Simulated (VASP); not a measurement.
Input for VASP

File KPOINTS:
```
Automatic mesh
0
Gamma
8 8 8
0 0 0
```

INCAR:
```
SYSTEM = LiCl
PREC = Accurate
ENCUT = 520
EDIFF = 1E-6
NELM = 100
ALGO = Normal
LREAL = .FALSE.
LASPH = .TRUE.
ISMEAR = 0
SIGMA = 0.05
GGA = BO
LWAVE = .FALSE.
LCHARG = .FALSE.
ISIF = 2
PARAM1 = 0.1833333333
PARAM2 = 0.22
LUSE_VDW = .TRUE.
AGGAC = 0.0
```

**POSCAR**
```
LiCl
5.24280
  0.0000000000   0.5000000000   0.5000000000
  0.5000000000   0.0000000000   0.5000000000
  0.5000000000   0.5000000000   0.0000000000
Li Cl
1 1
direct
  0.0000000000   0.0000000000   0.0000000000
  0.5000000000   0.5000000000   0.5000000000
```

POTCAR, in this order: Li_sv Cl (PBE.64 set). Program: vasp_std.

Task: Write an equivalent input for Quantum ESPRESSO's pw.x.

Result: One equivalent input (not run):
```
&CONTROL
  calculation = 'scf'
  pseudo_dir = './pseudo'
  outdir = './out'
  tprnfor = .true.
  tstress = .true.
/
&SYSTEM
  ibrav = 0
  nat = 2
  ntyp = 2
  ecutwfc = 74
  occupations = 'smearing'
  smearing = 'gaussian'
  degauss = 0.003675
  input_dft = 'vdw-df-obk8'
/
&ELECTRONS
  conv_thr = 7.3e-08
  electron_maxstep = 100
/
ATOMIC_SPECIES
  Li 6.940 Li.upf
  Cl 35.450 Cl.upf
CELL_PARAMETERS angstrom
     0.0000000    2.6214000    2.6214000
     2.6214000    0.0000000    2.6214000
     2.6214000    2.6214000    0.0000000
ATOMIC_POSITIONS crystal
  Li   0.0000000  0.0000000  0.0000000
  Cl   0.5000000  0.5000000  0.5000000
K_POINTS automatic
  8 8 8 0 0 0
```
Limits of the translation: the potentials are each code's own (VASP's PAW set, PseudoDojo norm-conserving files in pw.x), so ENCUT and ecutwfc are chosen apart and not converted; conv_thr bounds pw.x's estimated SCF error, while EDIFF bounds the energy change between steps.

The compound is LiCl in the rock salt structure. The cell was not relaxed at this level. The run is one of a series of settings (AGGAC = 0.0, GGA = BO, LUSE_VDW = .TRUE., PARAM1 = 0.1833333333, PARAM2 = 0.22 against the base run), some of them coarse on purpose.
